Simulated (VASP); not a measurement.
Here is the system:

```
NiSi2
1.0
    0.00000     2.67523     2.67523
    2.67523     0.00000     2.67523
    2.67523     2.67523     0.00000
Si Ni
2 1
Direct
  0.25000   0.25000   0.25000
  0.75000   0.75000   0.75000
  0.00000   0.00000   0.00000
```

All values below come from PW91 GGA, VASP's PBE PAW potentials (set 64) (plane waves; VASP 6.6.1). Numerical set-up: 520 eV cut-off, 10×10×10 Γ-centred mesh, first-order Methfessel-Paxton smearing of 0.10 eV, potentials Si Ni.

Question: Give the stress tensor in GPa (positive for a compressed cell).

Answer: 
```
9.48  0.00  0.00
0.00  9.48  0.00
0.00  0.00  9.48
```
The pressure is its mean diagonal, 9.48 GPa.

The compound is NiSi2 in the fluorite structure. This cell is one point of a volume scan, at 0.94 of the reference volume. The run is not spin-polarised, so no magnetic state was tried.
